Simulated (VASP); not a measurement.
A run of VASP 6.6.1 is set up as follows.

File INCAR:

```
SYSTEM = CsLiMoO4
  PREC = Accurate
  ENCUT = 600
  EDIFF = 1E-7
  ISMEAR = 0
  SIGMA = 0.03
  LREAL = .False.
  LASPH = .True.
  NELM = 80
  ALGO = Normal
  ISIF = 3
  LWAVE = .False.
  LCHARG = .False.
  GGA = PS
  IBRION = 2
  NSW = 90
  EDIFFG = -0.005
  KPAR = 2
```

The input KPOINTS:

```
Automatic mesh
0
Gamma
  6 6 6
  0 0 0
```

POSCAR

```
CsLiMoO4                                
1.0
   -0.0000000000      4.1994388880      4.1994388880
    4.1994388880     -0.0000000000      4.1994388880
    4.1994388880      4.1994388880      0.0000000000
  Cs              Li              Mo              O             
     1     1     1     4
Direct
     0.7500000000000000    0.7500000000000000    0.7500000000000000
     0.5000000000000000    0.5000000000000000    0.5000000000000000
     0.2500000000000000    0.2500000000000000    0.2500000000000000
     0.8859204241830917    0.3713598586056385    0.3713598586056385
     0.3713598586056385    0.3713598586056385    0.8859204241830917
     0.3713598586056385    0.8859204241830917    0.3713598586056385
     0.3713598586056385    0.3713598586056385    0.3713598586056385
```

Potentials or basis: VASP PAW PBE potentials, release 64 (Cs_sv, Li_sv, Mo_sv, O).

Launch:

```sh
$ cat potpaw_PBE.64/Cs_sv/POTCAR potpaw_PBE.64/Li_sv/POTCAR potpaw_PBE.64/Mo_sv/POTCAR potpaw_PBE.64/O/POTCAR > POTCAR
$ mpirun -np 2 vasp_std > vasp.out
```

(1) Predict the relaxed volume.

(2) Predict the relaxed cell.

(3) Predict the space group after relaxing (to 0.05 Å).

## Answers

(1) 21.19 Å³/atom.

(2) a = 5.942 Å, b = 5.942 Å, c = 5.942 Å, α = 60.00°, β = 60.00°, γ = 60.00°.

(3) F-43m (No. 216).

Caveat: the cutoff is under 1.25 times the usual one of these potentials, so pressure, stress and relaxed cells hold a basis-set (Pulay) error; the PAW data sets were made with another functional, which shifts forces and pressure a little.
